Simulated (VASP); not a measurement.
Wanted: the native input for a VASP 6.6.1 run.

```yaml
Task: single point
Functional: PBE
Potentials_or_basis: VASP PAW PBE potentials, release 64 (Sr_sv, N)
Cutoff: 520 eV
k_mesh: 4 × 4 × 4
Occupations: gaussian, width 0.1 eV
Spin: no spin polarisation
Dipole_correction: no
Further_INCAR_settings: ALGO = Fast; EDIFF = 1e-07; NBANDS = 26
```

The structure of Sr3N lies in POSCAR:

```
Sr3N
1.0
    5.3173453058      0.0000000000      0.0000000000
    0.0000000000      5.3173453058      0.0000000000
    0.0000000000      0.0000000000      5.3099083967
Sr N
3 1
Direct
    0.0000000000      0.0000000000      0.0000000000
    0.5000000000      0.0000000000      0.5000000000
    0.0000000000      0.5000000000      0.5000000000
    0.0000000000      0.0000000000      0.5000000000
```

The cell was built by a generator and needn't be a form met in nature.

The cell isn't the ideal one: random cell by space group and Wyckoff sites (P4/mmm, No. 123).

One way to write it, as run:

INCAR

```
PREC = Accurate
ENCUT = 520
EDIFF = 1E-7
ISMEAR = 0
SIGMA = 0.1
LREAL = False
LASPH = True
NELM = 60
ALGO = Fast
ISIF = 2
LWAVE = False
LCHARG = False
GGA = PE
NBANDS = 26
```

KPOINTS

```
regular mesh
0
Gamma
  4 4 4
```

Potentials or basis: VASP PAW PBE potentials, release 64 (Sr_sv, N).

The run is started by

```console
$ cat potpaw_PBE.64/Sr_sv/POTCAR potpaw_PBE.64/N/POTCAR > POTCAR
$ mpirun -np 1 vasp_std > vasp.out
```

Results of the run:

```
Pressure               : 0.2 GPa
Band gap on the k mesh : none (metal or under the smearing width)
```

Run time: 56 s on 1 thread of Intel(R) Xeon(R) 6975P-C (Granite Rapids), on a shared host, peak memory 0.26 GiB.
